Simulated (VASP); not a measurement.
Crystal: AgB2.

```
Ag B
1.0
     3.00000    0.00000    0.00000
    -1.50000    2.59808    0.00000
     0.00000    0.00000    3.24000
Ag B
1 2
Direct
  0.00000 0.00000 0.00000
  0.66667 0.33333 0.50000
  0.33333 0.66667 0.50000
```

```yaml
Program: VASP 6.6.1
Task: relaxation of cell and atoms
Functional: r2SCAN
Potentials_or_basis: VASP PAW PBE potentials, release 64 (Ag, B)
Cutoff: 600 eV
k_mesh: 10 × 10 × 8
Occupations: fermi-dirac, width 0.05 eV
Spin: no spin polarisation
```

At the start: pressure 54.0 GPa; volume 8.42 Å³/atom.

Problem. Where does the relaxation end?

Solution. Over 9 steps the energy falls by 447.6 meV/atom and the volume is 10.68 Å³/atom (+26.9 %); space group P6/mmm (No. 191, to 0.05 Å).

The path:
| step | energy change (eV) | largest force (eV/Å) | pressure (GPa) | volume (Å³) |
| --- | --- | --- | --- | --- |
| 1 | 0.0000 | 0.0000 | 54.04 | 25.25 |
| 2 | -0.6616 | 0.0000 | -20.43 | 37.03 |
| 3 | -0.9883 | 0.0000 | -3.85 | 31.75 |
| 4 | -1.2411 | 0.0000 | -1.09 | 31.59 |
| 5 | -1.2938 | 0.0000 | 7.43 | 31.05 |
| 6 | -1.3336 | 0.0000 | 3.15 | 31.31 |
| 7 | -1.3339 | 0.0000 | 3.65 | 31.28 |
| 8 | -1.3404 | 0.0000 | -1.68 | 32.46 |
| 9 | -1.3427 | 0.0000 | 0.05 | 32.05 |

Final structure:
```xyz
3
Lattice="3.0079 0.0000 0.0000 -1.5040 2.6050 0.0000 0.0000 0.0000 4.0908" Properties=species:S:1:pos:R:3 pbc="T T T"
Ag    0.0000    0.0000    0.0000
B     1.5040    0.8683    2.0454
B     0.0000    1.7366    2.0454
```

Caveat: the volume moved by over 15 % at a fixed basis, so the end points are rough; the PAW data sets were made with another functional, which shifts forces and pressure a little.
